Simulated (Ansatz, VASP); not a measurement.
# Ta in two plane-wave programs, part 2 of 2

One calculation is typed for both programs; each brings its own data sets and cutoff. How far apart do they land?

VASP 6.6.1 and Ansatz 0.2.0.

So far. Step 2 (VASP: band structure, PBEsol, spin-orbit coupling): At this level the cell is under a tension of 5.7 GPa, so at these settings it is away from equilibrium.

## (5) VASP: single point, PBEsol, spin-orbit coupling

Level of this step: PBEsol, spin-orbit coupling; plane waves and PAW (Ta_pv) (VASP).

A single point gives forces, pressure and levels at one fixed geometry, so differences don't come from the geometry; what else differs is listed under the comparison.

File INCAR:

```
SYSTEM = Ta
PREC = Accurate
ENCUT = 400
EDIFF = 1E-06
NELM = 100
ISMEAR = -5
SIGMA = 0.05
LREAL = .FALSE.
ALGO = Normal
GGA = PS
LNONCOLLINEAR = .TRUE.
MAGMOM = 0 0 0
NBANDS = 22
GGA_COMPAT = .FALSE.
LASPH = .TRUE.
LSORBIT = .TRUE.
LMAXMIX = 4
LORBIT = 11
LWAVE = .FALSE.
LCHARG = .FALSE.
KPAR = 2
NEDOS = 2001
```

File POSCAR:

```
Ta
1.0
   -1.6512800000      1.6512800000      1.6512800000
    1.6512800000     -1.6512800000      1.6512800000
    1.6512800000      1.6512800000     -1.6512800000
Ta
1
Direct
    0.0000000000      0.0000000000      0.0000000000
```

File KPOINTS:

```
Automatic mesh
0
Gamma
11 11 11
0 0 0
```

The projector-augmented-wave data sets are Ta_pv (PBE family, release 64).

Started as:

```
mpirun -np 2 vasp_ncl
```

Numbers of over 12 decimals in the logs are rounded to 6 here.

Output:

```text
[banner, memory and clock lines left out]
running    2 mpi-ranks, on    1 nodes
[...]
[... a notice as in an earlier step ...]

 LDA part: xc-table for (Slater+PW92), standard interpolation
 POSCAR, INCAR and KPOINTS ok, starting setup
[...]
entering main loop
       N       E                     dE             d eps       ncg     rms          rms(c)
DAV:   1     0.798959013393E+02    0.79896E+02   -0.50909E+03  2464   0.849E+02
DAV:   2    -0.115432815179E+02   -0.91439E+02   -0.88667E+02  2876   0.287E+02
DAV:   3    -0.137768178633E+02   -0.22335E+01   -0.22083E+01  3012   0.440E+01
DAV:   4    -0.137872214595E+02   -0.10404E-01   -0.10389E-01  2818   0.323E+00
[...]
DAV:   9    -0.132670994081E+02    0.10041E-02   -0.16771E-03  2898   0.500E-01    0.595E-02
DAV:  10    -0.132670918200E+02    0.75881E-05   -0.76053E-05  2796   0.103E-01    0.206E-02
DAV:  11    -0.132670915198E+02    0.30025E-06   -0.44900E-06  3024   0.247E-02
   1 F= -.13267092E+02 E0= -.13267092E+02  d E =0.000000E+00  mag=    -0.0000     0.0000     0.0000
|                                                                             |
|           W    W    AA    RRRRR   N    N  II  N    N   GGGG   !!!           |
|           W    W   A  A   R    R  NN   N  II  NN   N  G    G  !!!           |
|           W    W  A    A  R    R  N N  N  II  N N  N  G       !!!           |
|           W WW W  AAAAAA  RRRRR   N  N N  II  N  N N  G  GGG   !            |
|           WW  WW  A    A  R   R   N   NN  II  N   NN  G    G                |
|           W    W  A    A  R    R  N    N  II  N    N   GGGG   !!!           |
|                                                                             |
|     Tetrahedron method does not include variations of the Fermi             |
|     occupations, so forces and stress will be inaccurate. We suggest        |
|     using a different smearing scheme ISMEAR = 1 or 2 for metals in         |
|     relaxations.                                                            |
|                                                                             |
```

OUTCAR, selected parts (step 5):

```text
  Total       -0.4455506     -0.4455506     -0.4455506      0.0000000      0.0000000     -0.0000000
  in kB      -39.6356048    -39.6356048    -39.6356048      0.0000000      0.0000000     -0.0000000
  external PRESSURE =     -39.6356048 kB  Pullay stress =       0.0000000 kB

 POSITION                                       TOTAL-FORCE (eV/Angst)
 -----------------------------------------------------------------------------------
      0.00000      0.00000      0.00000        -0.000000     -0.000000     -0.000000
 -----------------------------------------------------------------------------------
    total drift:                                0.000000     -0.000000      0.000000

  FREE ENERGIE OF THE ION-ELECTRON SYSTEM (eV)
  ---------------------------------------------------
  free  energy   TOTEN  =       -13.2670915198 eV

  energy  without entropy=      -13.2670915198  energy(sigma->0) =      -13.26709152

 magnetization (x)
# of ion       s       p       d       tot
------------------------------------------
    1        0.000  -0.000   0.000  -0.000

 magnetization (y)
# of ion       s       p       d       tot
------------------------------------------
    1        0.000  -0.000   0.000   0.000

 magnetization (z)
# of ion       s       p       d       tot
------------------------------------------
    1       -0.000  -0.000   0.000   0.000

[... 1 part as in an earlier step ...]

[... 2 further parts left out ...]
[key lines of the parts left out:]
E-fermi :   5.3011
```

At this level the cell is under a tension of 4.0 GPa, so at these settings it is away from equilibrium. With tetrahedra the forces and stress of a metal are not exact derivatives of the energy.

## (6) Ansatz: single point, PBEsol, spin-orbit coupling

The same cell, functional, mesh and smearing now go to Ansatz, which takes its cutoff from its data sets.

File input.yaml:

```yaml
crystal:
  lattice:
    - [-1.65128, 1.65128, 1.65128]
    - [1.65128, -1.65128, 1.65128]
    - [1.65128, 1.65128, -1.65128]
  atoms:
    - { symbol: Ta, position: [0.0, 0.0, 0.0] }
hamiltonian:
  xc: pbesol
  pseudopotentials: { kind: paw_fr }
magnetization:
  noncollinear: true
  spin_orbit: true
kpoints:
  mp_grid: { grid: [11, 11, 11] }
scf:
  occupations: { method: tetrahedron }
output:
  forces: true
  stress: true
  write_density: true
  write_potential: true
  elf: true
  volumetric_format: npy
```

Started as:

```
ansatz run input.yaml --threads 2 --pin off --max-ram 4608MiB --backend cpu --events-out ev --progress --plain --runs-dir out
```

Output:

```text
Warning: output.forces, output.stress, relax.cell or npt_langevin: where a Kohn–Sham band that disperses or a degenerate level is filled in part under the method tetrahedron, the forces or the stress that this run publishes need not agree with its energy (scf.occupations.method in the input reference, under Limitations); prefer a smearing scheme for the forces or the stress
[...]
k-point 1: bands = [... 9 lower, 10.9387, 18.8859, 18.8859, 19.0720, 19.0720, 19.6460, 19.6460, 22.1676, ... 5 higher]
  k-point 2: bands = [... 9 lower, 11.9225, 18.3727, 18.3727, 18.7057, 18.7057, 20.6342, 20.6342, 21.8005, ... 5 higher]
  k-point 55: bands = [... 9 lower, 14.7598, 14.8009, 14.8009, 23.8069, 23.8069, 24.5195, 24.5195, 25.2439, ... 5 higher]
[key lines of the parts left out:]
SCF converged after 6 iterations
Magnetization: |M| = 0.0000 μB,  M = (+0.0000, +0.0000, +0.0000) μB
Free energy (F): -9828.610163 eV
Fermi energy:    18.432364 eV
P = ⅓ Tr σ = -3.8406 GPa (-38.406 kbar)
```

Run time: 2 s. Hardware: 2 threads of Arm Neoverse V1, shared host; peak memory 0.34 GiB.

The run ends at a pressure of -3.84 GPa.

## (7) Comparison

Both answers:

| quantity | Ansatz | VASP | difference |
| --- | --- | --- | --- |
| pressure (GPa) | -3.84 | -3.96 | +0.12 |
| pressure without Ansatz's Pulay correction (GPa) | -3.89 | -3.96 | +0.07 |

Ansatz's pressure holds a Pulay correction of 0.05 GPa; VASP's holds none.

## (8) Results

- r.m.s. difference of levels near the Fermi level (band structure, PBEsol, spin-orbit coupling): 45 meV
- difference in pressure (single point, PBEsol, spin-orbit coupling): 0.12 GPa

The r.m.s. difference of levels near the Fermi level is 45 meV (band structure, PBEsol, spin-orbit coupling), within the 80 meV picked in this series as the mark of a large difference. Such differences can come from data sets, numerical settings and the points named under the comparisons, not from the functional's error against experiment.

[Lines on the potential files, build, host, timing and source positions are cut from VASP's logs without a mark.]

[Logs are printed without paths, hosts, clocks, repeated set-up lines and the standing remarks that a program may print on its own settings, such as how far it seeks lower states.]

[Hosts, paths, dates, database ids (printed as entryN), source tags and the programs' standing remarks are cut or masked in the printed files.]
